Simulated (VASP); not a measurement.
Input:

```yaml
crystal:
  lattice:
    - [1.45791, -2.52517, 0.00000]
    - [1.45791, 2.52517, 0.00000]
    - [0.00000, 0.00000, 2.84568]
  atoms:
    - { symbol: W, position: [0.00000, 0.00000, 0.00000] }
    - { symbol: C, position: [0.33333, 0.66667, 0.50000] }
```

Computed with LDA (Ceperley-Alder, Perdew-Zunger), VASP's LDA PAW potentials (set 64) (plane waves; VASP). Settings: 400 eV cut-off, 10×10×9 Γ-centred mesh, Fermi-Dirac smearing of 0.14 eV, potentials W_sv C.

### Question
Give the energies of bands 6 to 12 at the high-symmetry points, in eV from the Fermi level.

### Answer

```csv
band,Γ,M,K,A,L,H
6,-4.30,-6.95,-6.52,-8.57,-6.41,-7.17
7,-3.33,-3.62,-4.51,-2.04,-4.31,-5.35
8,-3.33,-3.56,-3.46,-2.04,-4.13,-1.59
9,0.07,-0.46,0.53,-0.64,0.30,-0.67
10,3.10,2.23,0.93,-0.64,4.30,4.29
11,3.10,4.40,1.99,3.57,5.17,6.28
12,5.51,4.77,3.15,4.43,6.56,7.44
```

It has no gap at this level: it comes out as a metal or semimetal.

The structure is a typed WC crystal (P-6m2). The cell was not relaxed at this level.
